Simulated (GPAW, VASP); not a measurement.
One calculation of TaWC2, 5 ways

```
W Ta C
1.0
     1.57186    0.90751    5.10162
    -1.57186    0.90751    5.10162
     0.00000   -1.81502    5.10162
W Ta C
1 1 2
Cartesian
  0.0000 0.0000 0.0000
  0.0000 0.0000 7.6524
  0.0000 0.0000 3.8405
  0.0000 0.0000 11.4644
```

The cell comes from a database or a generator and needn't be the stable form of this composition.

Alike in all runs: task band structure; functional PBE; k mesh 7 × 7 × 7; occupations fermi-dirac, width 0.05 eV; no spin polarisation; no spin-orbit coupling. Pressure is positive in compression and, in plane waves, holds the error of the finite cutoff.

```json
{"program and potentials": "GPAW, GPAW PAW data sets (gpaw-data 1.2.1)", "plane-wave cutoff (eV)": "800", "notes": "8.75 valence electrons an atom on average", "band gap (eV)": "no gap", "pressure (GPa)": "-2.39"}
{"program and potentials": "VASP, PBE PAW files C_s, Ta_pv, W_sv, 900 eV", "plane-wave cutoff (eV)": "900", "notes": "8.25 valence electrons an atom on average", "band gap (eV)": "no gap", "pressure (GPa)": "-1.69"}
{"program and potentials": "VASP, PBE PAW files C, Ta, W, release 54, 900 eV", "plane-wave cutoff (eV)": "900", "notes": "4.75 valence electrons an atom on average", "band gap (eV)": "no gap", "pressure (GPa)": "-2.93"}
{"program and potentials": "VASP, PBE PAW files C_GW, Ta_sv_GW, W_sv_GW, 900 eV", "plane-wave cutoff (eV)": "900", "notes": "8.75 valence electrons an atom on average", "band gap (eV)": "no gap", "pressure (GPa)": "-2.55"}
{"program and potentials": "VASP, PBE PAW files C, Ta_pv, W_sv, release 54, 900 eV", "plane-wave cutoff (eV)": "900", "notes": "8.25 valence electrons an atom on average", "band gap (eV)": "no gap", "pressure (GPa)": "-1.75"}
```

Force on atom 3 (C), eV/Å:

```tsv
program and potentials	x	y	z
GPAW, GPAW PAW data sets (gpaw-data 1.2.1)	0.000	0.000	0.076
VASP, PBE PAW files C_s, Ta_pv, W_sv, 900 eV	0.000	0.000	0.036
VASP, PBE PAW files C, Ta, W, release 54, 900 eV	0.000	0.000	0.045
VASP, PBE PAW files C_GW, Ta_sv_GW, W_sv_GW, 900 eV	0.000	0.000	0.042
VASP, PBE PAW files C, Ta_pv, W_sv, release 54, 900 eV	0.000	0.000	0.039
```

None finds a gap. The pressure spans -2.93 (VASP, PBE PAW files C, Ta, W, release 54, 900 eV) to -1.69 GPa (VASP, PBE PAW files C_s, Ta_pv, W_sv, 900 eV).

The functional is the same throughout but for its coding, so the spread measures potentials, basis and numerics; runs on potential files found faulty are left out.
